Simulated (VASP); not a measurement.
Consider the following.

```xyz
2
Lattice="3.8425 0.0000 0.0000 0.0000 3.8425 0.0000 0.0000 0.0000 3.8425" Properties=species:S:1:pos:R:3 pbc="T T T"
Tl     0.0000     0.0000     0.0000
Br     1.9213     1.9213     1.9213
```

Computed with LDA (Ceperley-Alder, Perdew-Zunger), VASP's LDA PAW potentials (set 64) (plane waves; VASP 6.6.1). Settings: 400 eV cut-off, 12×12×12 Γ-centred mesh, Gaussian smearing of 0.010 eV, potentials Tl_d Br.

Unless said otherwise, spin-orbit coupling is left out, though it shifts the bands of the heavy elements here.

Task: Predict the energy per atom (σ→0), band gap (on the k-mesh) with the smallest direct gap where there is one.

Result: 
The band gap (on the k-mesh) is 1.35 eV and the smallest direct gap (on the k-mesh) is 1.35 eV. The energy per atom (σ→0) comes out as -3.278 eV/atom.

Total energies compare only between runs with the same potentials, cut-off and functional.

The compound is TlBr in the CsCl type structure. It was relaxed first, which changed the volume by -11 %.
